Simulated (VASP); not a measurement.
An input for Ansatz (written as the equivalent of a VASP run, and not itself run):

Ansatz 0.2 input:
```yaml
crystal:
  lattice:
    - [2.6861761, 0.0000000, 0.0000000]
    - [0.0000000, 2.6861761, 0.0000000]
    - [0.0000000, 0.0000000, 2.6861761]
  atoms:
    - { symbol: As, position: [0.0000000, 0.0000000, 0.0000000] }
kpoints:
  mp_grid: { grid: [12, 12, 12] }
hamiltonian:
  xc: pbesol
  pseudopotentials: { kind: paw }
scf:
  occupations: { method: methfessel_paxton, width: 0.1 }
  max_iter: 100
relax:
  max_steps: 60
  f_tol: 0.01
  cell: {}
output: { forces: true, stress: true, eigenvalues: true }
```

Problem. Write the VASP files for the same calculation (PBEsol).

Solution. This is not unique; one that fits is 
### KPOINTS
```
Automatic mesh
0
Gamma
12 12 12
0 0 0
```

INCAR:
```
SYSTEM = As
PREC = Accurate; ENCUT = 400; LREAL = .FALSE.
LASPH = .TRUE.
EDIFF = 1E-6; NELM = 100; ALGO = Normal
LMAXMIX = 4
ISMEAR = 1; SIGMA = 0.1
GGA = PS
IBRION = 2; NSW = 60; ISIF = 3
EDIFFG = -0.01
LWAVE = .FALSE.; LCHARG = .FALSE.
```

**POSCAR**
```
As
1
    2.6861761243    -0.0000000000     0.0000000000
   -0.0000000000     2.6861761243    -0.0000000000
   -0.0000000000     0.0000000000     2.6861761243
As
1
Direct
  0.0000000000   0.0000000000   0.0000000000
```

POTCAR, in this order: As (PBE.64 set). Program: vasp_std.

What does not carry over: each code has its own PAW files, so the cut-off isn't converted (ENCUT is set for VASP's; basis.ecutwfc is left out, and Ansatz then takes the one that its files recommend); Ansatz stops its SCF on the density residual and VASP on the energy change (EDIFF).

The structure was generated: As was put into the simple-cubic type (Pm-3m), which need not be its known phase. This run relaxes it. Symmetry was kept, so distortions that lower it aren't found. The start is the result of an earlier pass.
